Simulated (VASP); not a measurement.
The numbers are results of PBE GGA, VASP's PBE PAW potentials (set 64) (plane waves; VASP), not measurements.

A VASP calculation is set up with these files.

KPOINTS:
```
Regular mesh
0
Gamma
11 11 11
```

**INCAR**
```
# general
SYSTEM  = BAs
PREC    = Accurate
ENCUT   = 520   # plane-wave cut-off (eV)
LREAL   = .FALSE.   # projection in real space or not
LASPH   = .TRUE.

# electronic loop
EDIFF   = 1E-7
NELM    = 100   # most electronic steps
ALGO    = Normal   # blocked Davidson
LMAXMIX = 4   # l cut-off of mixed one-centre charges

# smearing
ISMEAR  = -5   # tetrahedra, Bloechl

# functional
GGA     = PE   # PBE

# ions
ISIF    = 2   # forces and stress, cell fixed

# output
LWAVE   = .FALSE.
LCHARG  = .TRUE.
LORBIT  = 11
NEDOS   = 601   # DOS grid
```

### POSCAR
```
BAs
1
    0.0000000000     2.4082175096     2.4082175096
    2.4082175096     0.0000000000     2.4082175096
    2.4082175096     2.4082175096     0.0000000000
B As
1 1
Direct
  0.0000000000   0.0000000000   0.0000000000
  0.2500000000   0.2500000000   0.2500000000
```

POTCAR, in this order: B As (PBE.64 set). Program: vasp_std.

The resulting files:

**OSZICAR**
```
       N       E                     dE             d eps       ncg     rms          rms(c)
DAV:   1     0.119192324521E+02    0.11919E+02   -0.38927E+03   904   0.877E+02
DAV:   2    -0.116717834675E+02   -0.23591E+02   -0.23094E+02  1376   0.108E+02
DAV:   3    -0.120056444727E+02   -0.33386E+00   -0.33386E+00   984   0.166E+01
DAV:   4    -0.120062948719E+02   -0.65040E-03   -0.65040E-03  1392   0.752E-01
DAV:   5    -0.120062951650E+02   -0.29307E-06   -0.29307E-06   992   0.921E-03    0.477E+00
DAV:   6    -0.114731604235E+02    0.53313E+00   -0.17528E+00   928   0.677E+00    0.236E+00
DAV:   7    -0.114199786737E+02    0.53182E-01   -0.18747E-01  1288   0.263E+00    0.937E-01
DAV:   8    -0.114134120248E+02    0.65666E-02   -0.21289E-02   960   0.102E+00    0.113E-01
DAV:   9    -0.114137281917E+02   -0.31617E-03   -0.61463E-04  1168   0.198E-01    0.635E-02
DAV:  10    -0.114139136855E+02   -0.18549E-03   -0.29624E-04  1096   0.126E-01    0.160E-02
DAV:  11    -0.114139197523E+02   -0.60667E-05   -0.12042E-05  1344   0.272E-02    0.132E-02
DAV:  12    -0.114139194206E+02    0.33163E-06   -0.25159E-06   944   0.111E-02    0.211E-03
DAV:  13    -0.114139194342E+02   -0.13560E-07   -0.72727E-08   824   0.223E-03
   1 F= -.11413919E+02 E0= -.11413919E+02  d E =0.000000E+00
```

File OUTCAR:
```
------------------------ aborting loop because EDIFF is reached ----------------------------------------
  FORCE on cell =-STRESS in cart. coord.  units (eV):
  Direction    XX          YY          ZZ          XY          YZ          ZX
  --------------------------------------------------------------------------------------
  Total        0.0010706      0.0010706      0.0010706      0.0000000      0.0000000     -0.0000000
  in kB        0.0614091      0.0614091      0.0614091      0.0000000      0.0000000     -0.0000000
  external PRESSURE =       0.0614091 kB  Pullay stress =       0.0000000 kB
  volume of cell :       27.93
      direct lattice vectors                 reciprocal lattice vectors
     0.000000000  2.408217510  2.408217510    -0.207622442  0.207622442  0.207622442
     2.408217510  0.000000000  2.408217510     0.207622442 -0.207622442  0.207622442
     2.408217510  2.408217510  0.000000000     0.207622442  0.207622442 -0.207622442
  FREE ENERGIE OF THE ION-ELECTRON SYSTEM (eV)
  ---------------------------------------------------
  free  energy   TOTEN  =       -11.4139194342 eV

  energy  without entropy=      -11.4139194342  energy(sigma->0) =      -11.41391943

 total charge

# of ion       s       p       d       tot
------------------------------------------
    1        0.657   1.153   0.000   1.810
    2        1.173   1.642   0.084   2.899
--------------------------------------------------
tot          1.830   2.795   0.084   4.709
```
(Selected blocks of OUTCAR.)

### OUTCAR
```
 val. band max:        5.8566289769   @ k =   0.0000   0.0000   0.0000

 cond. band min:       7.0844469333   @ k =   0.3636   0.3636   0.0000


 Fermi energy:         5.8801336272

 k-point     1 :       0.0000    0.0000    0.0000
  band No.  band energies     occupation
      1      -9.3218      2.00000
      2       5.8566      2.00000
      3       5.8566      2.00000
      4       5.8566      2.00000
      5       9.1026      0.00000
      6       9.1026      0.00000
      7       9.1026      0.00000
      8      10.2319      0.00000

 k-point     2 :       0.0909    0.0000    0.0000
  band No.  band energies     occupation
      1      -9.1891      2.00000
      2       4.6700      2.00000
      3       5.6086      2.00000
      4       5.6086      2.00000
      5       9.2041      0.00000
      6       9.4299      0.00000
      7       9.4299      0.00000
      8      11.0186      0.00000

 k-point     3 :       0.1818    0.0000    0.0000
  band No.  band energies     occupation
      1      -8.7966      2.00000
      2       2.5789      2.00000
      3       5.1059      2.00000
      4       5.1059      2.00000
      5       8.9984      0.00000
      6      10.0743      0.00000
      7      10.0743      0.00000
      8      12.5422      0.00000

 k-point     4 :       0.2727    0.0000    0.0000
  band No.  band energies     occupation
      1      -8.1673      2.00000
      2       0.4893      2.00000
      3       4.6261      2.00000
      4       4.6261      2.00000
      5       8.7294      0.00000
      6      10.5348      0.00000
      7      10.5348      0.00000
      8      13.8700      0.00000

 k-point     5 :       0.3636    0.0000    0.0000
  band No.  band energies     occupation
      1      -7.3726      2.00000
      2      -1.3303      2.00000
      3       4.2787      2.00000
      4       4.2787      2.00000
      5       8.5250      0.00000
      6      10.6497      0.00000
      7      10.6497      0.00000
...
```

The compound is BAs in the zinc blende structure. It was relaxed first.
